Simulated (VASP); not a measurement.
Si:

```
CELL_PARAMETERS angstrom
0.00000 2.71356 2.71356
2.71356 0.00000 2.71356
2.71356 2.71356 0.00000
ATOMIC_POSITIONS crystal
Si 0.75000 0.75000 0.75000
Si 0.50000 0.50000 0.50000
```

```yaml
Program: VASP 6.6.1
Task: relaxation of cell and atoms
Functional: PBE
Potentials_or_basis: VASP PAW PBE potentials, release 64 (Si)
Cutoff: 600 eV
k_mesh: 14 × 14 × 14
Occupations: gaussian, width 0.02 eV
Spin: no spin polarisation
```

At the start: pressure 2.1 GPa; volume 19.98 Å³/atom.

**Question.** Where does the relaxation end?

**Answer.** Over 3 steps the energy falls by 3.0 meV/atom and the volume is 20.44 Å³/atom (+2.3 %); space group Fd-3m (No. 227, to 0.05 Å).

The path:
| step | energy change (eV) | largest force (eV/Å) | pressure (GPa) | volume (Å³) |
| --- | --- | --- | --- | --- |
| 1 | 0.0000 | 0.0000 | 2.15 | 39.96 |
| 2 | -0.0033 | 0.0000 | -1.34 | 41.53 |
| 3 | -0.0060 | 0.0000 | 0.01 | 40.89 |

Final structure:
```xyz
2
Lattice="0.0000 2.7343 2.7343 2.7343 0.0000 2.7343 2.7343 2.7343 0.0000" Properties=species:S:1:pos:R:3 pbc="T T T"
Si    4.1015    4.1015    4.1015
Si    2.7343    2.7343    2.7343
```
